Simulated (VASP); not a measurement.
Given:

```xyz
2
Lattice="0.0000 1.7314 1.7314 1.7314 0.0000 1.7314 1.7314 1.7314 0.0000" Properties=species:S:1:pos:R:3 pbc="T T T"
C      0.0000     0.0000     0.0000
C      0.8657     0.8657     0.8657
```

Computed with HSEsol screened hybrid, VASP's PBE PAW potentials (set 64) (plane waves; VASP 6.6.1). Run with 520 eV cut-off, 10×10×10 Γ-centred mesh, Gaussian smearing of 0.050 eV, potentials C.

Task: What does the run give for the energy per atom (σ→0), pressure?

Result: 
The energy per atom (σ→0) comes out as -1050.0 kJ/mol of atoms and the pressure comes out as 34.34 GPa.

Only differences to runs with the same potentials and settings are physical.

The compound is C in the diamond structure. This cell is one point of a volume scan, at 0.91 of the reference volume. The cell's shape comes from a PBE relaxation.
